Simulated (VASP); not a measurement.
A cell of ZnSe (zinc blende) near equilibrium:

```xyz
2
Lattice="0.0000 2.8287 2.8287 2.8287 0.0000 2.8287 2.8287 2.8287 0.0000" Properties=species:S:1:pos:R:3 pbc="T T T"
Zn     0.0000     0.0000     0.0000
Se     1.4143     1.4143     1.4143
```

Calculation: r2SCAN meta-GGA, VASP's PBE PAW potentials (set 64) (plane waves; VASP).

| run | ΔE (meV/atom) | σxx | σyy | σzz | largest shear component, with its sign (GPa) | gap (eV) |
|---|---|---|---|---|---|---|
| as it is | 0.0 | 0.34 | 0.34 | 0.34 | 0.00 | 1.89 |
| after one change | 26.3 | -4.54 | -4.54 | -3.18 | 0.00 | 1.47 |
Stress is in GPa, positive when the cell is compressed; gaps are those on the k-mesh, and 0.00 means metallic.

### Question
Which change was made?
A. biaxial strain of +4.0 % in the xy plane
B. uniaxial strain of +2.0 % along x
C. shear strain γ_xy = -0.5 %
D. shear strain γ_xz = -2.0 %

### Answer
A, biaxial strain of +4.0 % in the xy plane

The compound is ZnSe in the zinc blende structure.
